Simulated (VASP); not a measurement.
An input for Ansatz (written as the equivalent of a VASP run, and not itself run):

Ansatz 0.2 input:
```yaml
crystal:
  lattice:
    - [0.0000000, 2.4277563, 2.4277563]
    - [2.4277563, 0.0000000, 2.4277563]
    - [2.4277563, 2.4277563, 0.0000000]
  atoms:
    - { symbol: Y, position: [0.0000000, 0.0000000, 0.0000000] }
    - { symbol: N, position: [0.5205951, 0.4794049, 0.5205951] }
kpoints:
  mp_grid: { grid: [10, 10, 10] }
hamiltonian:
  xc: pbesol
  pseudopotentials: { kind: paw }
scf:
  occupations: { method: gaussian, width: 0.05 }
  max_iter: 100
output: { forces: true, stress: true, eigenvalues: true }
```

Translate this input to VASP (INCAR, KPOINTS, POSCAR, choice of POTCAR).

Several could match; the one computed here: 
### INCAR
```
! general
SYSTEM  = YN
PREC    = Accurate
ENCUT   = 600
LREAL   = .False.
LASPH   = .True.

! electronic loop
EDIFF   = 1E-7
NELM    = 100
ALGO    = Normal
LMAXMIX = 4

! smearing
ISMEAR  = 0
SIGMA   = 0.05

! functional
GGA     = PS

! ions
ISIF    = 2

! output
LWAVE   = .False.
LCHARG  = .False.
```

**KPOINTS**
```
Automatic mesh
0
Gamma
10 10 10
0 0 0
```

**POSCAR**
```
YN
1
    0.0000000000     2.4277562656     2.4277562656
    2.4277562656    -0.0000000000     2.4277562656
    2.4277562656     2.4277562656     0.0000000000
Y N
1 1
Direct
  0.0000000000   0.0000000000   0.0000000000
  0.5205951482   0.4794048518   0.5205951482
```

POTCAR, in this order: Y_sv N (PBE.64 set). Program: vasp_std.

What does not carry over: each code has its own PAW files, so the cut-off isn't converted (ENCUT is set for VASP's; basis.ecutwfc is left out, and Ansatz then takes the one that its files recommend); Ansatz stops its SCF on the density residual and VASP on the energy change (EDIFF).

The compound is YN in the rock salt structure. This cell was strained or had an atom moved on purpose.
